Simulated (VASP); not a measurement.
The input files of a VASP run:

INCAR:
```
ALGO=Normal
EDIFF=1E-6
ENCUT=300
ISIF=2
ISMEAR=-1
LASPH=.TRUE.
LCHARG=.FALSE.
LMAXMIX=4
LREAL=.FALSE.
LWAVE=.FALSE.
NELM=100
PREC=Accurate
SIGMA=0.1
SYSTEM=ZrAl3
```

### POSCAR
```
ZrAl3
1
   -2.0026040000     2.0026040000     8.6446370000
    2.0026040000    -2.0026040000     8.6446370000
    2.0026040000     2.0026040000    -8.6446370000
Zr Al
2 6
Direct
  0.1187900000   0.1187900000   0.0000000000
  0.8812100000   0.8812100000   0.0000000000
  0.0000000000   0.5000000000   0.5000000000
  0.5000000000   0.0000000000   0.5000000000
  0.2500000000   0.7500000000   0.5000000000
  0.7500000000   0.2500000000   0.5000000000
  0.3747100000   0.3747100000   0.0000000000
  0.6252900000   0.6252900000   0.0000000000
```

### KPOINTS
```
Automatic
0
G
7 7 7
0 0 0
```

POTCAR, in this order: Zr_sv Al (LDA.64 set). Program: vasp_std.

Write an equivalent input for Ansatz.

One equivalent input (not run):
Ansatz 0.2 input:
```yaml
crystal:
  lattice:
    - [-2.0026040, 2.0026040, 8.6446370]
    - [2.0026040, -2.0026040, 8.6446370]
    - [2.0026040, 2.0026040, -8.6446370]
  atoms:
    - { symbol: Zr, position: [0.1187900, 0.1187900, 0.0000000] }
    - { symbol: Zr, position: [0.8812100, 0.8812100, 0.0000000] }
    - { symbol: Al, position: [0.0000000, 0.5000000, 0.5000000] }
    - { symbol: Al, position: [0.5000000, 0.0000000, 0.5000000] }
    - { symbol: Al, position: [0.2500000, 0.7500000, 0.5000000] }
    - { symbol: Al, position: [0.7500000, 0.2500000, 0.5000000] }
    - { symbol: Al, position: [0.3747100, 0.3747100, 0.0000000] }
    - { symbol: Al, position: [0.6252900, 0.6252900, 0.0000000] }
kpoints:
  mp_grid: { grid: [7, 7, 7] }
hamiltonian:
  xc: lda
  pseudopotentials: { kind: paw }
scf:
  occupations: { method: fermi_dirac, width: 0.1 }
  max_iter: 100
output: { forces: true, stress: true, eigenvalues: true }
```
Limits of the translation: each code has its own PAW files, so the cut-off isn't converted (ENCUT is set for VASP's; basis.ecutwfc is left out, and Ansatz then takes the one that its files recommend); Ansatz stops its SCF on the density residual and VASP on the energy change (EDIFF); Ansatz's lda is the Perdew-Wang form, while the LDA potentials of VASP carry Perdew-Zunger's.

The structure comes from a computed database's ZrAl3 entry; how it stands against other phases isn't given here. The cell was not relaxed at this level, and its volume differs by -5.9 % from the start's. The k-mesh is coarse (spacing up to 0.32 per Å, 2π included), so the numbers may not be converged in it.
